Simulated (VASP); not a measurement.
A convergence study with VASP on NaCl (rock salt): one setting is varied, all else stays as given below, so the limit is that of these other settings. ε∞ is the independent-particle value.

```yaml
crystal:
  lattice:
    - [0.00000, 2.82000, 2.82000]
    - [2.82000, 0.00000, 2.82000]
    - [2.82000, 2.82000, 0.00000]
  atoms:
    - { symbol: Na, position: [0.00000, 0.00000, 0.00000] }
    - { symbol: Cl, position: [0.50000, 0.50000, 0.50000] }
```

The numbers are results of PBE GGA, VASP's PBE PAW potentials (set 64) (plane waves; VASP), not measurements. The tightest run used: 550 eV cut-off, 7×7×7 Γ-centred mesh, Gaussian smearing of 0.050 eV, potentials Na_pv Cl.

Question: The settings run are NBANDS = 8; NBANDS = 9; NBANDS = 11; NBANDS = 15; NBANDS = 23; NBANDS = 39; NBANDS = 71; NBANDS = 135. From which on does the mean ε∞ stay within 0.05  of the tightest run?

Answer: From NBANDS = 23 on: it is off by 0.03 there and by no more than 0.05 in any finer run, while NBANDS = 15 is off by 0.08.
| setting | mean ε∞ | bands | difference judged () |
|---|---|---|---|
| NBANDS = 8 | 1.72 | 8 | 1.03 |
| NBANDS = 9 | 2.05 | 9 | 0.69 |
| NBANDS = 11 | 2.45 | 11 | 0.29 |
| NBANDS = 15 | 2.66 | 15 | 0.08 |
| NBANDS = 23 | 2.72 | 23 | 0.03 |
| NBANDS = 39 | 2.74 | 39 | 0.01 |
| NBANDS = 71 | 2.75 | 71 | 0.00 |
| NBANDS = 135 | 2.75 | 135 | 0.00 |

Left out are rungs that failed or repeat a setting and relaxations that didn't move; long series are thinned to 24 rows.

The compound is NaCl in the rock salt structure. The cell was not relaxed at this level.
